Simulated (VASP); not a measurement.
Molecule: C2O2H4, in a box.

```
C O H
1.0
    13.00000    0.00000    0.00000
     0.00000   12.00000    0.00000
     0.00000    0.00000   12.00000
C O H
2 2 4
Direct
  0.42508 0.54424 0.46480
  0.50880 0.52370 0.52515
  0.58905 0.59345 0.53114
  0.52601 0.43207 0.58824
  0.41954 0.62039 0.41743
  0.36218 0.48546 0.46254
  0.63982 0.56057 0.57942
  0.46769 0.38311 0.58280
```

Base run:

```yaml
Program: VASP 6.6.1
Functional: PBE
Potentials_or_basis: VASP PAW PBE potentials, release 64 (C, O, H)
Cutoff: 520 eV
k_mesh: 1 × 1 × 1
Occupations: gaussian, width 0.01 eV
Spin: no spin polarisation
```

Its results: gap between the frontier levels 4.22 eV; largest force 0.839 eV/Å.

Q: The run is repeated on the same cell with these changes: functional from PBE to BEEF-vdW; further incar settings from ALGO = Normal; EDIFF = 1e-07; NBANDS = 22 to ALGO = Fast; EDIFF = 1e-06; NBANDS = 22. What comes out?

A: Gap between the frontier levels 4.02 eV; largest force 0.819 eV/Å.

Caveats: the PAW data sets were made with another functional, which shifts forces and pressure a little (some runs).

